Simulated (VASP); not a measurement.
Runs of VASP 6.6.1 on SbW2. The structure is cubic, space group Fm-3m (No. 225). Conventional cell: a = 6.266 Å, b = 6.266 Å, c = 6.266 Å, α = 90.00°, β = 90.00°, γ = 90.00°. Around Sb (site symmetry m-3m) lie 8 W at 2.71 Å. W (site symmetry -43m) has 4 Sb at 2.71 Å as nearest neighbours. The cell was built by a generator and needn't be a form met in nature.

| task | level | potentials or basis | spin | U | cell | k mesh | cutoff (eV) | smearing | pressure (GPa) | relaxed volume (Å³/atom) |
| --- | --- | --- | --- | --- | --- | --- | --- | --- | --- | --- |
| relaxation of cell and atoms | revPBE | VASP PAW PBE potentials, release 64 (Sb, W_sv) | off | - | relaxed | 7 × 7 × 7 | 600 | fermi-dirac 0.05 eV | 0.0 | (b) |
| relaxation of cell and atoms | PW91 | VASP PAW PBE potentials, release 64 (Sb, W_sv) | off | - | relaxed | 7 × 7 × 7 | 600 | fermi-dirac 0.05 eV | 0.0 | 20.63 |
| relaxation of cell and atoms | rev-vdW-DF2 | VASP PAW PBE potentials, release 64 (Sb, W_sv) | off | - | relaxed | 7 × 7 × 7 | 600 | fermi-dirac 0.05 eV | 0.0 | 20.29 |
| band structure | r2SCAN+D4+U | VASP PAW PBE potentials, release 64 (Sb, W_sv) | SOC, no magnetisation | W d U = 3 eV | as given | 5 × 5 × 5 | 520 | methfessel-paxton 0.1 eV | 0.2 | - |
| relaxation of cell and atoms | BLYP | VASP PAW PBE potentials, release 64 (Sb, W_sv) | off | - | relaxed | 7 × 7 × 7 | 600 | fermi-dirac 0.05 eV | 0.0 | 21.55 |
| single point | PBE | VASP PAW PBE potentials, release 64 (Sb, W_sv) | off | - | as given | 7 × 7 × 7 | 520 | fermi-dirac 0.05 eV | 0.2 | - |
| band structure | r2SCAN | VASP PAW PBE potentials, release 64 (Sb, W_sv) | SOC, no magnetisation | - | as given | 5 × 5 × 5 | 520 | fermi-dirac 0.05 eV | (a) | - |

Task: Fill in the values left out.

Result: (a) -1.8; (b) 20.74.

Caveats: the PAW data sets were made with another functional, which shifts forces and pressure a little (some runs); the U is typed as a test and isn't derived for this compound (some runs).

Not every run made on this cell is shown here.
